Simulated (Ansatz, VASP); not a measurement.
Si in VASP and in Ansatz

File INCAR:

```
  ALGO = Fast
  EDIFF = 1E-6
  ENCUT = 520
  GGA = CA
  ISIF = 2
  ISMEAR = 0
  LASPH = True
  LCHARG = True
  LELF = True
  LREAL = False
  LVHAR = True
  LWAVE = False
  NBANDS = 11
  NELM = 80
  PREC = Accurate
  SIGMA = 0.05
```

KPOINTS

```
k-points
0
Gamma
  12 12 12
```

Contents of POSCAR:

```
Si
1.0
    0.0000000000      2.7730895811      2.7009735863
    2.7730895811      0.0000000000      2.7009735863
    2.7730895811      2.7730895811      0.0000000000
Si
2
Direct
    0.5066642636      0.4933357364      0.4933357364
    0.7433357364      0.7566642636      0.7566642636
```

Input for Ansatz:

```yaml
crystal:
  lattice:
    - [0.0, 2.7730895811, 2.7009735863]
    - [2.7730895811, 0.0, 2.7009735863]
    - [2.7730895811, 2.7730895811, 0.0]
  atoms:
    - { symbol: Si, position: [0.5066642636, 0.4933357364, 0.4933357364] }
    - { symbol: Si, position: [0.7433357364, 0.7566642636, 0.7566642636] }
basis:
  ecutwfc: 420
kpoints:
  mp_grid: { grid: [12, 12, 12] }
hamiltonian:
  xc: lda
scf:
  occupations: { method: gaussian, width: 0.05 }
output:
  forces: true
  stress: true
  eigenvalues: true
```

Change from the starting cell: mode 4 frozen in at -0.036 Å, equal normal strain along x and y +0.0267.

Alike in both runs: task single point; functional LDA; k mesh 12 × 12 × 12; occupations gaussian, width 0.05 eV; no spin polarisation.

|  | VASP | Ansatz |
| --- | --- | --- |
| version | VASP 6.6.1 | Ansatz 0.2.0 |
| potentials or method | VASP PAW LDA potentials, release 64 (Si) | scalar-relativistic, plane waves, PAW |
| plane-wave cutoff (eV) | 520 | 420 |
| valence electrons in the cell | 8 | 8 |

```csv
,VASP,Ansatz,Ansatz less VASP
gap on the k mesh at the Fermi level (eV),none,none,-
pressure (GPa),-4.4,-4.4,-0.01
largest component of the traceless stress (GPa),2.19,2.19,-0.005
rms of the force components (eV/Å),0.517,0.517,+0.0003
```

Atom by atom the forces differ by 0.000 eV/Å (rms over components). A gap of «none» marks a metal or a gap that the smearing closes.
